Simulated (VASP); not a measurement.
Output of a VASP run:

File OUTCAR:
```
 ion  position               nearest neighbor table
   1  0.500  0.001  0.000-  32 2.86  54 2.87  46 2.87  62 2.87
   2  0.749  0.251  0.999-  55 2.86  32 2.87  33 2.87  44 2.88
   3  0.749  0.999  0.251-  49 2.86  32 2.87  34 2.87  38 2.88
   4  0.000  0.000  0.000-  63 2.87  44 2.87  38 2.87  35 2.87
   5  0.251  0.251  0.001-  36 2.86  54 2.87  60 2.87  35 2.88
   6  0.500  0.500  0.000-  36 2.88  37 2.88  61 2.89  55 2.89
   7  0.749  0.749  0.001-  37 2.86  56 2.87  62 2.87  38 2.88
   8  0.251  0.001  0.251-  39 2.86  46 2.87  57 2.88  35 2.88
   9  0.507  0.255  0.255-  40 2.82  32 2.89  36 2.91  39 2.91
  10  0.745  0.493  0.255-  40 2.82  33 2.89  41 2.91  37 2.91
  11  0.500  0.000  0.500-  39 2.88  42 2.88  49 2.88  59 2.89
  12  0.745  0.255  0.493-  40 2.82  34 2.89  42 2.91  43 2.91
  13  0.749  0.001  0.749-  42 2.86  53 2.87  62 2.87  44 2.88
  14  0.000  0.500  0.000-  45 2.87  33 2.87  56 2.87  60 2.87
  15  0.251  0.749  0.999-  61 2.86  45 2.87  46 2.88  63 2.88
  16  0.001  0.251  0.251-  47 2.86  33 2.87  34 2.88  35 2.88
  17  0.254  0.507  0.254-  48 2.82  45 2.89  36 2.90  47 2.91
  18  0.493  0.746  0.254-  48 2.82  46 2.89  37 2.91  49 2.91
  19  1.000  0.000  0.500-  50 2.87  53 2.87  34 2.87  57 2.87
  20  0.255  0.255  0.507-  51 2.82  50 2.89  39 2.91  47 2.91
  21  0.746  0.745  0.507-  52 2.82  53 2.89  41 2.91  49 2.91
  22  0.251  1.000  0.749-  59 2.87  50 2.87  54 2.87  63 2.88
  23  0.493  0.255  0.745-  51 2.82  54 2.89  42 2.91  55 2.91
  24  0.746  0.507  0.746-  52 2.82  56 2.89  55 2.91  43 2.91
  25  0.999  0.749  0.251-  41 2.86  45 2.87  57 2.88  38 2.88
  26  0.000  0.500  0.500-  41 2.88  47 2.88  58 2.88  43 2.89
  27  0.254  0.746  0.493-  48 2.82  57 2.89  58 2.91  59 2.91
  28  0.999  0.251  0.749-  43 2.86  50 2.87  60 2.87  44 2.88
  29  0.255  0.493  0.745-  51 2.82  60 2.89  58 2.91  61 2.91
  30  0.507  0.745  0.746-  52 2.82  62 2.89  61 2.91  59 2.91
  31  0.001  0.749  0.749-  58 2.86  56 2.87  53 2.87  63 2.88
  32  0.625  0.125  0.125-   1 2.86   3 2.87   2 2.87   9 2.89
  33  0.875  0.375  0.125-  14 2.87  16 2.87   2 2.87  10 2.89
  34  0.875  0.125  0.375-  19 2.87   3 2.87  16 2.88  12 2.89
  35  0.125  0.125  0.125-   4 2.87  16 2.88   5 2.88   8 2.88
  36  0.375  0.375  0.127-   5 2.86   6 2.88  17 2.90   9 2.91
  37  0.625  0.625  0.127-   7 2.86   6 2.88  10 2.91  18 2.91
  38  0.875  0.875  0.125-   4 2.87   3 2.88  25 2.88   7 2.88
  39  0.375  0.127  0.375-   8 2.86  11 2.88   9 2.91  20 2.91
  40  0.616  0.384  0.384-  12 2.82  10 2.82   9 2.82
  41  0.873  0.625  0.375-  25 2.86  26 2.88  21 2.91  10 2.91
  42  0.625  0.127  0.625-  13 2.86  11 2.88  12 2.91  23 2.91
  43  0.873  0.375  0.625-  28 2.86  26 2.89  12 2.91  24 2.91
  44  0.875  0.125  0.875-   4 2.87  13 2.88   2 2.88  28 2.88
  45  0.125  0.625  0.125-  14 2.87  25 2.87  15 2.87  17 2.89
  46  0.375  0.875  0.125-   1 2.87   8 2.87  15 2.88  18 2.89
  47  0.127  0.375  0.375-  16 2.86  26 2.88  17 2.91  20 2.91
  48  0.384  0.616  0.383-  18 2.82  27 2.82  17 2.82
  49  0.625  0.873  0.375-   3 2.86  11 2.88  21 2.91  18 2.91
  50  0.125  0.125  0.625-  19 2.87  22 2.87  28 2.87  20 2.89
  51  0.384  0.384  0.616-  23 2.82  29 2.82  20 2.82
  52  0.616  0.616  0.617-  30 2.82  24 2.82  21 2.82
  53  0.875  0.875  0.625-  19 2.87  13 2.87  31 2.87  21 2.89
  54  0.375  0.125  0.875-   1 2.87  22 2.87   5 2.87  23 2.89
  55  0.625  0.375  0.873-   2 2.86   6 2.89  23 2.91  24 2.91
  56  0.875  0.625  0.875-  14 2.87  31 2.87   7 2.87  24 2.89
  57  0.125  0.875  0.375-  19 2.87  25 2.88   8 2.88  27 2.89
  58  0.127  0.625  0.625-  31 2.86  26 2.88  29 2.91  27 2.91
  59  0.375  0.873  0.625-  22 2.87  11 2.89  27 2.91  30 2.91
  60  0.125  0.375  0.875-  14 2.87   5 2.87  28 2.87  29 2.89
  61  0.375  0.625  0.873-  15 2.86   6 2.89  30 2.91  29 2.91
  62  0.625  0.875  0.875-   1 2.87  13 2.87   7 2.87  30 2.89
  63  0.125  0.875  0.875-   4 2.87  22 2.88  31 2.88  15 2.88
 Subroutine IBZKPT returns following result:
 Found      1 irreducible k-points:

 Following reciprocal coordinates:
            Coordinates               Weight
  0.000000  0.000000  0.000000      1.000000
   k-points           NKPTS =      1   k-points in BZ     NKDIM =      1   number of bands    NBANDS=    340
   number of dos      NEDOS =    301   number of ions     NIONS =     63
   total plane-waves  NPLWV = 343000
   dimension x,y,z NGX =    70 NGY =   70 NGZ =   70
   dimension x,y,z NGXF=   140 NGYF=  140 NGZF=  140
   ions per type =              31  32
   PREC   = normal    normal or accurate (medium, high low for compatibility)
   ISTART =      0    job   : 0-new  1-cont  2-samecut
   ICHARG =      2    charge: 1-file 2-atom 10-const
   ISPIN  =      2    spin polarized calculation?
...
```

**OSZICAR**
```
       N       E                     dE             d eps       ncg     rms          rms(c)
DAV:   1     0.457100731015E+04    0.45710E+04   -0.24100E+05  1368   0.125E+03
DAV:   2     0.226994291174E+03   -0.43440E+04   -0.41696E+04  1528   0.348E+02
DAV:   3    -0.143611340604E+03   -0.37061E+03   -0.36600E+03  1528   0.100E+02
DAV:   4    -0.152672798546E+03   -0.90615E+01   -0.90245E+01  1520   0.142E+01
DAV:   5    -0.152905199414E+03   -0.23240E+00   -0.23233E+00  1568   0.215E+00    0.293E+01
RMM:   6    -0.145066310767E+03    0.78389E+01   -0.18055E+01  1360   0.641E+00    0.231E+01
RMM:   7    -0.144612358789E+03    0.45395E+00   -0.77280E+00  1360   0.281E+00    0.885E+00
RMM:   8    -0.144670814715E+03   -0.58456E-01   -0.47554E-01  1360   0.113E+00    0.341E+00
RMM:   9    -0.144632071945E+03    0.38743E-01   -0.59431E-02  1360   0.356E-01    0.175E+00
RMM:  10    -0.144630651065E+03    0.14209E-02   -0.72152E-02  1362   0.280E-01    0.495E-01
RMM:  11    -0.144631014302E+03   -0.36324E-03   -0.59235E-03  1371   0.109E-01    0.170E-01
RMM:  12    -0.144631343981E+03   -0.32968E-03   -0.12839E-03  1400   0.493E-02    0.107E-01
RMM:  13    -0.144631602812E+03   -0.25883E-03   -0.40903E-04  1362   0.304E-02    0.457E-02
RMM:  14    -0.144631640758E+03   -0.37946E-04   -0.86956E-05  1043   0.133E-02    0.281E-02
RMM:  15    -0.144631645674E+03   -0.49162E-05   -0.29675E-05   920   0.720E-03
   1 F= -.14463165E+03 E0= -.14461236E+03  d E =-.144632E+03  mag=     2.0000
       N       E                     dE             d eps       ncg     rms          rms(c)
DAV:   1    -0.144632991229E+03   -0.13505E-02   -0.55536E-01  1468   0.116E+00    0.132E-01
RMM:   2    -0.144633306417E+03   -0.31519E-03   -0.37176E-03  1360   0.108E-01    0.351E-02
RMM:   3    -0.144633351467E+03   -0.45050E-04   -0.51420E-04  1360   0.409E-02    0.286E-02
RMM:   4    -0.144633351944E+03   -0.47641E-06   -0.78539E-05  1263   0.155E-02
   2 F= -.14463335E+03 E0= -.14461407E+03  d E =-.170627E-02  mag=     2.0000
```

OUTCAR:
```
------------------------ aborting loop because EDIFF is reached ----------------------------------------
  FORCE on cell =-STRESS in cart. coord.  units (eV):
  Direction    XX          YY          ZZ          XY          YZ          ZX
  --------------------------------------------------------------------------------------
  Total       11.5105526     11.4540658     11.4573142      0.0246545      0.0111051      0.0197585
  in kB        7.9281197      7.8892133      7.8914507      0.0169812      0.0076488      0.0136091
  external PRESSURE =       7.9029279 kB  Pullay stress =       0.0000000 kB
  volume of cell :     2326.14
      direct lattice vectors                 reciprocal lattice vectors
    13.249887362  0.000000000  0.000000000     0.075472340  0.000000000  0.000000000
     0.000000000 13.249887362  0.000000000     0.000000000  0.075472340  0.000000000
     0.000000000  0.000000000 13.249887362     0.000000000  0.000000000  0.075472340
  FREE ENERGIE OF THE ION-ELECTRON SYSTEM (eV)
  ---------------------------------------------------
  free  energy   TOTEN  =      -144.6333519435 eV

  energy  without entropy=     -144.5947902911  energy(sigma->0) =     -144.61407112

 total charge

# of ion       s       p       d       tot
------------------------------------------
    1        0.465   0.285   9.530  10.280
    2        0.465   0.284   9.530  10.278
    3        0.465   0.284   9.530  10.279
    4        0.466   0.286   9.530  10.282
    5        0.465   0.284   9.530  10.279
    6        0.464   0.280   9.530  10.274
    7        0.465   0.284   9.530  10.278
    8        0.465   0.284   9.530  10.279
    9        0.466   0.281   9.529  10.276
   10        0.466   0.281   9.529  10.276
   11        0.464   0.280   9.530  10.274
   12        0.466   0.281   9.529  10.276
   13        0.465   0.284   9.530  10.279
   14        0.465   0.285   9.530  10.280
   15        0.465   0.283   9.530  10.278
   16        0.465   0.284   9.530  10.279
   17        0.466   0.281   9.529  10.276
   18        0.466   0.280   9.529  10.275
   19        0.465   0.285   9.530  10.280
   20        0.466   0.281   9.529  10.276
   21        0.466   0.280   9.529  10.275
   22        0.465   0.284   9.530  10.279
   23        0.466   0.280   9.529  10.275
   24        0.466   0.280   9.529  10.275
   25        0.465   0.284   9.530  10.278
   26        0.464   0.280   9.530  10.274
   27        0.466   0.280   9.529  10.275
   28        0.465   0.284   9.530  10.278
   29        0.466   0.280   9.529  10.275
   30        0.466   0.280   9.529  10.275
   31        0.465   0.284   9.530  10.278
   32        1.355   2.042   0.017   3.415
   33        1.355   2.042   0.017   3.414
   34        1.355   2.042   0.017   3.414
   35        1.356   2.044   0.017   3.416
   36        1.356   2.040   0.016   3.412
   37        1.356   2.039   0.016   3.411
   38        1.356   2.044   0.017   3.416
   39        1.356   2.040   0.016   3.412
   40        1.371   2.006   0.017   3.394
   41        1.356   2.040   0.016   3.411
   42        1.356   2.040   0.016   3.411
   43        1.356   2.039   0.016   3.411
   44        1.356   2.044   0.017   3.416
   45        1.355   2.042   0.017   3.414
   46        1.355   2.041   0.017   3.413
   47        1.356   2.040   0.016   3.412
   48        1.371   2.006   0.016   3.393
...
```
(Selected blocks of OUTCAR.)

**POSCAR**
```
Cd31Te32
1
   13.2498873621     0.0000000000     0.0000000000
    0.0000000000    13.2498873621    -0.0000000000
   -0.0000000000    -0.0000000000    13.2498873621
Cd Te
31 32
Direct
  0.5001913039   0.0007353642   0.0003493176
  0.7491403805   0.2507178415   0.9994730226
  0.7490105125   0.9994353373   0.2511093406
  0.0000534575   0.0000551235   0.0001238252
  0.2512521721   0.2511073827   0.0009691253
  0.4998758708   0.5000050041   0.0004235586
  0.7491476166   0.7491436025   0.0006634147
  0.2513441975   0.0012343421   0.2513734031
  0.5069959352   0.2548971558   0.2548868717
  0.7454269924   0.4931249761   0.2547905217
  0.4999378511   0.0002296070   0.4999837555
  0.7453219585   0.2546465361   0.4931254817
  0.7489391237   0.0006458986   0.7489460593
  0.0000342171   0.4999969004   0.0004045637
  0.2508189844   0.7492178539   0.9993171316
  0.0008554747   0.2511636447   0.2511198192
  0.2543934503   0.5065419565   0.2543175349
  0.4931164547   0.7455576964   0.2544470172
  0.9998145149   0.0003118519   0.5003162278
  0.2546680046   0.2546997037   0.5069439229
  0.7456510133   0.7453684481   0.5069191803
  0.2509520390   0.9995702982   0.7491080505
  0.4929864863   0.2547444782   0.7453436867
  0.7455289222   0.5065501880   0.7456976895
  0.9993532743   0.7491742080   0.2509252276
  0.0000720433   0.5000999514   0.4998850598
  0.2544821034   0.7455548108   0.4930059409
  0.9994085957   0.2508046637   0.7492222203
  0.2545291095   0.4931111340   0.7454917404
  0.5071306163   0.7454142419   0.7457336525
  0.0005388012   0.7492093752   0.7491449377
  0.6249959304   0.1251860053   0.1254680696
  0.8749512073   0.3749466384   0.1252127301
  0.8749694523   0.1251303246   0.3750167106
  0.1250611345   0.1250574122   0.1251038381
  0.3751138045   0.3748466469   0.1272335235
  0.6251685233   0.6250593919   0.1270488192
  0.8750021469   0.8752800538   0.1250590173
  0.3751684271   0.1274033711   0.3750989657
  0.6162929282   0.3841785722   0.3842494863
  0.8731356186   0.6251182552   0.3749067965
  0.6249938546   0.1270761253   0.6250559258
  0.8733190238   0.3747630395   0.6250440131
  0.8750095311   0.1246650168   0.8750428854
  0.1249799621   0.6251338716   0.1251360616
  0.3748993990   0.8754615260   0.1249518768
  0.1270758764   0.3749531194   0.3750776873
  0.3835476980   0.6162861275   0.3834476963
  0.6250648867   0.8731062887   0.3751209478
  0.1251220838   0.1250786823   0.6250489872
  0.3837832058   0.3840001370   0.6162186261
  0.6164932089   0.6162208106   0.6166637086
  0.8749237853   0.8751253790   0.6250668319
  0.3749677702   0.1251479845   0.8750011446
  0.6249850232   0.3747138960   0.8734152185
  0.8751815899   0.6250537185   0.8752028921
  0.1248976430   0.8754250682   0.3749754397
  0.1268400621   0.6251526987   0.6251015466
  0.3750128533   0.8731230744   0.6251101782
  0.1249708841   0.3748926046   0.8753159467
  0.3748635441   0.6251433023   0.8733559713
  0.6250485995   0.8754091230   0.8753577657
  0.1248918649   0.8753591579   0.8749603906
```

Task: Write an INCAR and KPOINTS that could have produced this output.

Result: This is not unique; one that fits is the input of the run itself, PBE GGA, plane waves, VASP's PBE PAW potentials (set 64).

KPOINTS:
```
Automatic mesh
0
Gamma
1 1 1
0 0 0
```

### INCAR
```
SYSTEM=Cd31Te32
PREC=Normal; ENCUT=400; LREAL=Auto
LASPH=.True.; ISYM=0; NELECT=566.0
EDIFF=1E-5; NELM=100; NELMIN=4
ALGO=Fast; LMAXMIX=4
ISMEAR=0; SIGMA=0.05
GGA=PE
ISPIN=2; MAGMOM=63*0.0317; NUPDOWN=2
IBRION=2; NSW=120; ISIF=2
EDIFFG=-0.03
LWAVE=.False.; LCHARG=.False.; LORBIT=10
```

POTCAR, in this order: Cd Te (PBE.64 set). Program: vasp_gam.

The cell is charged, with a uniform compensating background. The supercell is sampled at Γ alone, which is coarse: total energies, pressure and levels can be off, energies of defects by several tenths of an eV.

The cell is a supercell with a defect, built from CdTe (zinc blende): vac_Cd, charge -2.
